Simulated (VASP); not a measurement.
# In2Ni3S2 with r2SCAN: from relaxation to properties, part 3 of 8

What structure and properties does r2SCAN give In2Ni3S2, and how near are they to the measured ones? The start is a computed cell from the Materials Project.

VASP 6.6.1; r2SCAN, spin-polarised from a ferromagnetic start; plane waves and PAW (In_d, Ni, S).

Still holding for the runs below: The k-mesh is coarse for a metal.

So far. Step 2 (Relaxing cell and atoms (r2SCAN)): It ends with a largest force of 0.001 eV/Å and a pressure of 0.07 GPa. Step 3 (Single point with fields (r2SCAN)): In this run the pressure is 0.02 GPa, small enough to go on; single stress components reach 0.03 GPa.

## (4) Band structure (r2SCAN)

The mesh alone shows little of the dispersion and can miss band extrema, so KPOINTS_OPT adds a path through the symmetry points after the self-consistent cycle.

The input, INCAR:

```
SYSTEM = In2Ni3S2
PREC = Accurate
ENCUT = 400
EDIFF = 1E-06
NELM = 100
ISMEAR = 0
SIGMA = 0.05
LREAL = .FALSE.
ALGO = Normal
METAGGA = R2SCAN
LASPH = .TRUE.
NBANDS = 58
ISPIN = 2
MAGMOM = 0 0 1 1 1 0 0
LMAXMIX = 4
LORBIT = 11
LWAVE = .FALSE.
LCHARG = .FALSE.
KPAR = 4
```

The input, POSCAR:

```
In2Ni3S2
1.0
    2.6834503590      1.5492907871      4.5078474732
   -2.6834503590      1.5492907871      4.5078474732
    0.0000000000     -3.0985815743      4.5078474732
In Ni S
2 3 2
Direct
    0.5000000000      0.5000000000      0.5000000000
    0.0000000000      0.0000000000      0.0000000000
    0.5000000000      0.0000000000      0.0000000000
    0.0000000000      0.5000000000      0.0000000000
    0.0000000000      0.0000000000      0.5000000000
    0.7232349648      0.7232349648      0.7232349648
    0.2767650352      0.2767650352      0.2767650352
```

The input, KPOINTS:

```
Automatic mesh
0
Gamma
5 5 5
0 0 0
```

The input, KPOINTS_OPT:

```
Line mode
12
Line-mode
Reciprocal
  0.00000000   0.00000000   0.00000000 GAMMA
  0.50000000   0.00000000   0.00000000 L

  0.50000000   0.00000000   0.00000000 L
  0.50000000   0.24541406  -0.24541406 B1

  0.75458594   0.50000000   0.24541406 B
  0.50000000   0.50000000   0.50000000 Z

  0.50000000   0.50000000   0.50000000 Z
  0.00000000   0.00000000   0.00000000 GAMMA

  0.00000000   0.00000000   0.00000000 GAMMA
  0.37270703   0.00000000  -0.37270703 X

  0.62729297   0.37270703   0.00000000 Q
  0.50000000   0.50000000   0.00000000 F

  0.50000000   0.50000000   0.00000000 F
  0.62729297   0.62729297   0.24541406 P1

  0.62729297   0.62729297   0.24541406 P1
  0.50000000   0.50000000   0.50000000 Z

  0.50000000   0.00000000   0.00000000 L
  0.75458594   0.37270703   0.37270703 P
```

Potentials, in the order of the species: In_d, Ni and S (PBE family, release 64).

Launch:

```sh
$ mpirun -np 4 vasp_std
```

Output:

```text
[banner, memory and clock lines left out]
running    4 mpi-ranks, on    1 nodes
 distrk:  each k-point on    1 cores,    4 groups
 distr:  one band on    1 cores,    1 groups

 POSCAR found type information on POSCAR InNiS
 POSCAR found :  3 types and       7 ions
 [... a notice as in an earlier step ...]

 LDA part: xc-table for (None), standard interpolation
 POSCAR, INCAR and KPOINTS ok, starting setup
 FFT: planning ... GRIDC
 FFT: planning ... GRID_SOFT
 FFT: planning ... GRID
 WAVECAR not read
 entering main loop
       N       E                     dE             d eps       ncg     rms          rms(c)
DAV:   1     0.539479560330E+03    0.53948E+03   -0.23853E+04  4472   0.133E+03
DAV:   2    -0.218182441124E+02   -0.56130E+03   -0.52038E+03  4408   0.358E+02
DAV:   3    -0.109896307708E+03   -0.88078E+02   -0.83864E+02  4784   0.149E+02
DAV:   4    -0.114601909102E+03   -0.47056E+01   -0.46655E+01  5272   0.361E+01
DAV:   5    -0.114803470942E+03   -0.20156E+00   -0.20142E+00  6842   0.679E+00    0.243E+01
DAV:   6    -0.109695883300E+03    0.51076E+01   -0.39560E+01  5498   0.858E+01    0.315E+01
DAV:   7    -0.100342517154E+03    0.93534E+01   -0.12939E+01  5680   0.564E+01    0.963E+00
DAV:   8    -0.100530471644E+03   -0.18795E+00   -0.24668E+00  6038   0.169E+01    0.529E+00
DAV:   9    -0.100454169864E+03    0.76302E-01   -0.67712E-01  5588   0.694E+00    0.170E+00
DAV:  10    -0.100463958692E+03   -0.97888E-02   -0.72356E-02  6224   0.209E+00    0.952E-01
DAV:  11    -0.100467362446E+03   -0.34038E-02   -0.16154E-02  5368   0.657E-01    0.614E-01
DAV:  12    -0.100468491587E+03   -0.11291E-02   -0.28577E-03  5678   0.371E-01    0.235E-01
DAV:  13    -0.100468560560E+03   -0.68973E-04   -0.59180E-04  5478   0.203E-01    0.999E-02
DAV:  14    -0.100468582969E+03   -0.22409E-04   -0.81724E-05  6286   0.519E-02    0.616E-02
DAV:  15    -0.100468600569E+03   -0.17599E-04   -0.26761E-05  5460   0.300E-02    0.223E-02
DAV:  16    -0.100468604496E+03   -0.39276E-05   -0.93159E-06  5326   0.188E-02    0.153E-02
DAV:  17    -0.100468604108E+03    0.38805E-06   -0.10469E-06  3366   0.749E-03
   1 F= -.10046860E+03 E0= -.10046685E+03  d E =-.350440E-02  mag=    -0.0178
 Start KPOINTS_OPT (optional k-point list driver)
k-point batch [1-19\108]
       N       E                     dE             ncg
DAV:   1     0.136388071162E+05   -0.49469E+04     4480
DAV:   2     0.313862067946E+04   -0.10500E+05     4408
DAV:   3     0.148064087282E+04   -0.16580E+04     4854
DAV:   4     0.139503228761E+04   -0.85609E+02     5332
DAV:   5     0.139146024830E+04   -0.35720E+01     6814
DAV:   6     0.139139446593E+04   -0.65782E-01     6332
DAV:   7     0.139139099137E+04   -0.34746E-02     7062
DAV:   8     0.139139090360E+04   -0.87772E-04     6608
DAV:   9     0.139139090001E+04   -0.35835E-05     4636
DAV:  10     0.139139089953E+04   -0.47949E-06     3502
[...]
k-point batch [96-108\108]
       N       E                     dE             ncg
DAV:   1     0.177072346311E+05   -0.97509E+04     3072
DAV:   2     0.104498668280E+05   -0.72574E+04     3016
DAV:   3     0.930730403936E+04   -0.11426E+04     3212
DAV:   4     0.924683123338E+04   -0.60473E+02     3592
DAV:   5     0.924431291005E+04   -0.25183E+01     4648
DAV:   6     0.924426754792E+04   -0.45362E-01     4420
DAV:   7     0.924426545868E+04   -0.20892E-02     4748
DAV:   8     0.924426539778E+04   -0.60892E-04     4478
DAV:   9     0.924426539534E+04   -0.24455E-05     3140
DAV:  10     0.924426539499E+04   -0.34789E-06     2294
```

Run time: 4.7 min. Hardware: 4 MPI ranks of Intel Xeon 6975P-C (Granite Rapids), shared host; peak memory 1.6 GiB.

Parts of OUTCAR (step 4):

```text
The static configuration has the point symmetry D_3d.

 Found     19 irreducible k-points:

   k-points           NKPTS =     19   k-points in BZ     NKDIM =     19   number of bands    NBANDS=     58

   NELECT =      68.0000    total number of electrons

 E-fermi :   8.5677

 spin component 1
 k-point     1 :       0.0000    0.0000    0.0000
  band No.  band energies     occupation
    ...
     32       7.1428      1.00000
     33       7.1428      1.00000
     34       7.7517      1.00000
     35       8.1869      1.00000
     36       8.1869      1.00000
     37       9.1496      0.00000
     38       9.1854      0.00000
     39      12.6126      0.00000
     40      12.6126      0.00000
     41      13.7244      0.00000
    ...

 k-point     2 :       0.2000    0.0000   -0.0000
  band No.  band energies     occupation
    ...
     31       6.9586      1.00000
     32       7.2257      1.00000
     33       7.5458      1.00000
     34       8.0225      1.00000
     35       8.5382      0.79848
     36       8.6962      0.00014
     37       9.5268      0.00000
     38      10.4790      0.00000
     39      12.5192      0.00000
     40      12.7230      0.00000
    ...

 k-point     3 :       0.4000    0.0000    0.0000
  band No.  band energies     occupation
    ...
     30       6.8740      1.00000
     31       7.1039      1.00000
     32       7.1086      1.00000
     33       8.1525      1.00000
     34       8.2150      1.00000
     35       9.0330      0.00000
     36       9.7824      0.00000
     37      10.0537      0.00000
     38      11.8715      0.00000
     39      11.9124      0.00000
    ...

 k-point     4 :       0.2000    0.2000   -0.0000
  band No.  band energies     occupation
    ...
     30       6.9388      1.00000
     31       7.1478      1.00000
     32       7.1928      1.00000
     33       7.3775      1.00000
     34       7.8315      1.00000
     35       8.8342      0.00000
     36       9.2976      0.00000
     37       9.7197      0.00000
     38      10.5357      0.00000
     39      11.9493      0.00000
    ...

  Total        0.0142103      0.0142103      0.0210583      0.0000000     -0.0000000      0.0000000
  in kB        0.2024730      0.2024730      0.3000460      0.0000000     -0.0000000      0.0000000
  external PRESSURE =       0.2349973 kB  Pullay stress =       0.0000000 kB

 POSITION                                       TOTAL-FORCE (eV/Angst)
 -----------------------------------------------------------------------------------
      0.00000     -0.00000      6.76177         0.000000     -0.000000      0.000000
      0.00000      0.00000      0.00000         0.000000      0.000000      0.000000
      1.34173      0.77465      2.25392        -0.000000     -0.000000      0.000000
     -1.34173      0.77465      2.25392         0.000000      0.000000      0.000000
      0.00000     -1.54929      2.25392        -0.000000      0.000000      0.000000
      0.00000     -0.00000      9.78070         0.000000     -0.000000      0.001427
      0.00000     -0.00000      3.74284         0.000000      0.000000     -0.001427
 -----------------------------------------------------------------------------------
    total drift:                                0.000000      0.000000     -0.000000

  FREE ENERGIE OF THE ION-ELECTRON SYSTEM (eV)
  ---------------------------------------------------
  free  energy   TOTEN  =      -100.4686041083 eV

  energy  without entropy=     -100.4650997060  energy(sigma->0) =     -100.46685191

[... 9 parts as in an earlier step ...]

[... 9 further parts left out ...]
```

Spin-orbit coupling is off here; it can split and shift levels that hold much weight on In by tenths of an eV or more.

This step gave:

```
bands                                             : 58
pressure                                          : 0.02350 GPa
moment of the cell, from the last line of the log : -0.0178 μB
```

Spin up. Electronic bands along the path, in eV, zero at the Fermi level; # counts the bands kept in this run, so #1 is VASP's band 13:

| point | #19 | #20 | #21 | #22 | #23 | #24 | #25 | #26 |
| --- | --- | --- | --- | --- | --- | --- | --- | --- |
| Γ | -1.68 | -1.43 | -1.43 | -0.82 | -0.38 | -0.38 | 0.58 | 0.62 |
| 0.45 of the way | -1.59 | -1.35 | -0.94 | -0.51 | 0.01 | 0.28 | 1.04 | 2.22 |
| L | -1.48 | -1.44 | -0.33 | -0.33 | 0.91 | 0.91 | 1.96 | 2.92 |
| 0.45 of the way | -1.45 | -1.39 | -0.92 | 0.03 | 0.43 | 1.41 | 2.38 | 2.66 |
| B1 | -1.40 | -1.38 | -1.20 | -0.05 | -0.01 | 2.07 | 2.53 | 3.56 |
| jump to B | -1.40 | -1.38 | -1.20 | -0.05 | -0.01 | 2.07 | 2.53 | 3.56 |
| 0.45 of the way | -1.53 | -1.18 | -0.92 | -0.26 | 0.13 | 1.56 | 2.77 | 2.78 |
| Z | -1.45 | -0.82 | -0.19 | -0.19 | 0.38 | 0.38 | 2.13 | 3.99 |
| 0.45 of the way | -1.45 | -0.82 | -0.81 | -0.81 | 0.12 | 0.12 | 1.24 | 2.90 |
| Γ | -1.68 | -1.43 | -1.43 | -0.82 | -0.38 | -0.38 | 0.58 | 0.62 |
| 0.45 of the way | -1.57 | -1.30 | -1.17 | -0.08 | -0.03 | 0.93 | 1.14 | 2.70 |
| X | -1.39 | -1.30 | -1.17 | -0.42 | 0.54 | 2.03 | 2.47 | 2.64 |
| jump to Q | -1.39 | -1.30 | -1.17 | -0.42 | 0.54 | 2.03 | 2.47 | 2.64 |
| 0.45 of the way | -1.50 | -1.22 | -1.17 | -0.65 | 0.82 | 1.63 | 2.71 | 3.00 |
| F | -1.51 | -1.19 | -1.14 | -0.77 | 1.04 | 1.39 | 2.67 | 3.23 |
| 0.45 of the way | -1.50 | -1.27 | -1.10 | -0.70 | 0.93 | 1.61 | 2.60 | 3.10 |
| P1 | -1.44 | -1.34 | -1.05 | -0.52 | 0.61 | 2.15 | 2.28 | 2.68 |
| 0.45 of the way | -1.55 | -1.12 | -0.78 | -0.40 | 0.32 | 1.20 | 2.77 | 2.96 |
| Z | -1.45 | -0.82 | -0.19 | -0.19 | 0.38 | 0.38 | 2.13 | 3.99 |
| jump to L | -1.48 | -1.44 | -0.33 | -0.33 | 0.91 | 0.91 | 1.96 | 2.92 |
| 0.45 of the way | -1.48 | -1.35 | -0.68 | -0.36 | 0.37 | 1.80 | 1.89 | 3.24 |
| P | -1.44 | -1.34 | -1.05 | -0.52 | 0.61 | 2.15 | 2.28 | 2.68 |

Of the projections kept (In, Ni, S), the largest for each band there, as a share of the weight inside these atoms' spheres; weight between the spheres isn't counted:

| point | #19 | #20 | #21 | #22 | #23 | #24 | #25 | #26 |
| --- | --- | --- | --- | --- | --- | --- | --- | --- |
| Γ | In 0.57 | Ni 0.99 | Ni 0.99 | Ni 1.00 | Ni 0.88 | Ni 0.88 | Ni 0.68 | Ni 0.73 |
| L | Ni 0.99 | Ni 0.90 | Ni 0.66 | Ni 0.93 | Ni 0.54 | Ni 0.50 | Ni 0.51 | In 0.46 |
| B1 | Ni 0.87 | Ni 0.90 | Ni 0.91 | Ni 0.72 | Ni 0.74 | Ni 0.51 | Ni 0.58 | In 0.43 |
| B | Ni 0.87 | Ni 0.90 | Ni 0.91 | Ni 0.72 | Ni 0.74 | Ni 0.51 | Ni 0.58 | In 0.43 |
| Z | Ni 0.99 | Ni 1.00 | Ni 0.89 | Ni 0.89 | In 0.45 | In 0.45 | Ni 0.54 | In 0.70 |
| Γ | In 0.57 | Ni 0.99 | Ni 0.99 | Ni 1.00 | Ni 0.88 | Ni 0.88 | Ni 0.68 | Ni 0.73 |

Spin down. The electronic bands at the labelled points (eV, zero at the Fermi level; # counts the bands kept in this run, so #1 is VASP's band 13):

| point | #19 | #20 | #21 | #22 | #23 | #24 | #25 | #26 |
| --- | --- | --- | --- | --- | --- | --- | --- | --- |
| Γ | -1.68 | -1.43 | -1.43 | -0.82 | -0.39 | -0.39 | 0.58 | 0.61 |
| 0.45 of the way | -1.59 | -1.36 | -0.94 | -0.52 | 0.00 | 0.28 | 1.04 | 2.22 |
| L | -1.49 | -1.44 | -0.34 | -0.34 | 0.90 | 0.91 | 1.95 | 2.91 |
| 0.45 of the way | -1.45 | -1.40 | -0.92 | 0.02 | 0.43 | 1.41 | 2.37 | 2.66 |
| B1 | -1.41 | -1.39 | -1.20 | -0.06 | -0.02 | 2.06 | 2.52 | 3.56 |
| jump to B | -1.41 | -1.39 | -1.20 | -0.06 | -0.02 | 2.06 | 2.52 | 3.56 |
| 0.45 of the way | -1.53 | -1.18 | -0.92 | -0.27 | 0.11 | 1.55 | 2.76 | 2.77 |
| Z | -1.46 | -0.82 | -0.20 | -0.20 | 0.38 | 0.38 | 2.13 | 3.99 |
| 0.45 of the way | -1.45 | -0.82 | -0.82 | -0.82 | 0.12 | 0.12 | 1.23 | 2.90 |
| Γ | -1.68 | -1.43 | -1.43 | -0.82 | -0.39 | -0.39 | 0.58 | 0.61 |
| 0.45 of the way | -1.57 | -1.31 | -1.18 | -0.09 | -0.03 | 0.92 | 1.13 | 2.69 |
| X | -1.40 | -1.31 | -1.17 | -0.43 | 0.53 | 2.03 | 2.47 | 2.64 |
| jump to Q | -1.40 | -1.31 | -1.17 | -0.43 | 0.53 | 2.03 | 2.47 | 2.64 |
| 0.45 of the way | -1.50 | -1.23 | -1.17 | -0.66 | 0.82 | 1.63 | 2.71 | 2.99 |
| F | -1.51 | -1.19 | -1.15 | -0.78 | 1.03 | 1.39 | 2.67 | 3.23 |
| 0.45 of the way | -1.50 | -1.27 | -1.10 | -0.71 | 0.92 | 1.60 | 2.59 | 3.09 |
| P1 | -1.44 | -1.35 | -1.05 | -0.53 | 0.60 | 2.15 | 2.28 | 2.67 |
| 0.45 of the way | -1.56 | -1.13 | -0.78 | -0.41 | 0.31 | 1.19 | 2.76 | 2.96 |
| Z | -1.46 | -0.82 | -0.20 | -0.20 | 0.38 | 0.38 | 2.13 | 3.99 |
| jump to L | -1.49 | -1.44 | -0.34 | -0.34 | 0.90 | 0.91 | 1.95 | 2.91 |
| 0.45 of the way | -1.49 | -1.35 | -0.68 | -0.37 | 0.36 | 1.79 | 1.88 | 3.24 |
| P | -1.44 | -1.35 | -1.05 | -0.53 | 0.60 | 2.15 | 2.28 | 2.67 |

Of the projections kept (In, Ni, S), the largest for each band there, as a share of the weight inside these atoms' spheres; weight between the spheres isn't counted:

| point | #19 | #20 | #21 | #22 | #23 | #24 | #25 | #26 |
| --- | --- | --- | --- | --- | --- | --- | --- | --- |
| Γ | In 0.57 | Ni 0.99 | Ni 0.99 | Ni 1.00 | Ni 0.88 | Ni 0.88 | Ni 0.68 | Ni 0.73 |
| L | Ni 0.99 | Ni 0.90 | Ni 0.66 | Ni 0.93 | Ni 0.54 | Ni 0.50 | Ni 0.51 | In 0.46 |
| B1 | Ni 0.87 | Ni 0.90 | Ni 0.91 | Ni 0.72 | Ni 0.74 | Ni 0.51 | Ni 0.58 | In 0.43 |
| B | Ni 0.87 | Ni 0.90 | Ni 0.91 | Ni 0.72 | Ni 0.74 | Ni 0.51 | Ni 0.58 | In 0.43 |
| Z | Ni 0.99 | Ni 1.00 | Ni 0.89 | Ni 0.89 | In 0.45 | In 0.45 | Ni 0.54 | In 0.70 |
| Γ | In 0.57 | Ni 0.99 | Ni 0.99 | Ni 1.00 | Ni 0.88 | Ni 0.88 | Ni 0.68 | Ni 0.73 |

There is no gap at this level.

(Continued in part 4 of 8.)

[Lines on the potential files, build, host, timing and source positions are cut from VASP's logs without a mark.]

[Logs are printed without paths, hosts, clocks, repeated set-up lines and the standing remarks that a program may print on its own settings, such as how far it seeks lower states.]

[Hosts, paths, dates, database ids (printed as entryN), source tags and the programs' standing remarks are cut or masked in the printed files.]

[A measured line is paired with the nearest computed mode of its activity, which favours agreement.]

[In band tables of VASP the shares of atoms and orbitals are scaled to a sum of 1 inside the atoms' spheres.]
